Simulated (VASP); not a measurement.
Output of a VASP run:

File OSZICAR:
```
       N       E                     dE             d eps       ncg     rms          rms(c)
DAV:   1     0.241326256477E+03    0.24133E+03   -0.17193E+04   440   0.147E+03
DAV:   2     0.165094238713E+01   -0.23968E+03   -0.23380E+03   500   0.342E+02
DAV:   3    -0.116406474477E+02   -0.13292E+02   -0.13251E+02   506   0.814E+01
DAV:   4    -0.117581875109E+02   -0.11754E+00   -0.11749E+00   512   0.762E+00
DAV:   5    -0.117592389274E+02   -0.10514E-02   -0.10514E-02   536   0.653E-01    0.804E+00
DAV:   6    -0.110120068330E+02    0.74723E+00   -0.17067E+00   530   0.124E+01    0.636E+00
DAV:   7    -0.109808034888E+02    0.31203E-01   -0.56353E-01   494   0.410E+00    0.262E+00
DAV:   8    -0.109801774825E+02    0.62601E-03   -0.58602E-02   464   0.265E+00    0.353E-01
DAV:   9    -0.109799974372E+02    0.18005E-03   -0.94581E-03   530   0.120E+00    0.114E-01
DAV:  10    -0.109801639889E+02   -0.16655E-03   -0.10180E-03   488   0.372E-01    0.791E-02
DAV:  11    -0.109802915768E+02   -0.12759E-03   -0.32553E-04   482   0.122E-01    0.241E-02
DAV:  12    -0.109802591219E+02    0.32455E-04   -0.14212E-04   536   0.118E-01    0.738E-03
DAV:  13    -0.109802629255E+02   -0.38036E-05   -0.20196E-05   458   0.257E-02    0.862E-03
DAV:  14    -0.109802624661E+02    0.45944E-06   -0.12116E-06   382   0.663E-03
   1 F= -.10980262E+02 E0= -.10980262E+02  d E =-.109803E+02
```

**OUTCAR**
```
------------------------ aborting loop because EDIFF is reached ----------------------------------------
  FORCE on cell =-STRESS in cart. coord.  units (eV):
  Direction    XX          YY          ZZ          XY          YZ          ZX
  --------------------------------------------------------------------------------------
  Total       -0.0785331     -0.0785331      0.0224484      0.0000000      0.0000000      0.0000000
  in kB       -1.0495140     -1.0495138      0.2999994      0.0000000      0.0000000      0.0000000
  external PRESSURE =      -0.5996761 kB  Pullay stress =       0.0000000 kB
  volume of cell :      119.89
      direct lattice vectors                 reciprocal lattice vectors
     2.198743355 -3.808334952  0.000000000     0.227402620 -0.131290973  0.000000000
     2.198743355  3.808334952  0.000000000     0.227402620  0.131290973  0.000000000
     0.000000000  0.000000000  7.158718747     0.000000000  0.000000000  0.139689801
  FREE ENERGIE OF THE ION-ELECTRON SYSTEM (eV)
  ---------------------------------------------------
  free  energy   TOTEN  =       -10.9802624661 eV

  energy  without entropy=      -10.9802624661  energy(sigma->0) =      -10.98026247

 reached required accuracy - stopping structural energy minimisation
```
(Selected blocks of OUTCAR.)

**POSCAR**
```
CdSe
1
    2.1987433552    -3.8083349516     0.0000000000
    2.1987433552     3.8083349516     0.0000000000
    0.0000000000     0.0000000000     7.1587187467
Cd Se
2 2
Direct
  0.6666670000   0.3333330000   0.5001055166
  0.3333330000   0.6666670000   0.0001055166
  0.6666670000   0.3333330000   0.8758944834
  0.3333330000   0.6666670000   0.3758944834
```

Task: Write an INCAR and KPOINTS that could have produced this output.

Result: Several could match; the one computed here: the input of the run itself, PBE GGA, plane waves, VASP's PBE PAW potentials (set 64).

**INCAR**
```
SYSTEM  =  CdSe
PREC  =  Accurate; ENCUT  =  520; LREAL  =  .False.
LASPH  =  .True.
EDIFF  =  1E-6; NELM  =  100; ALGO  =  Normal
LMAXMIX  =  4
ISMEAR  =  0; SIGMA  =  0.05
GGA  =  PE
IBRION  =  2; NSW  =  60; ISIF  =  3
EDIFFG  =  -0.02
LWAVE  =  .False.; LCHARG  =  .False.
```

### KPOINTS
```
Automatic mesh
0
gamma
  5 5 3
0 0 0
```

POTCAR, in this order: Cd Se (PBE.64 set). Program: vasp_std.

The compound is CdSe in the wurtzite structure. It was relaxed first, which changed the volume by +7 %. The start is the result of an earlier pass.
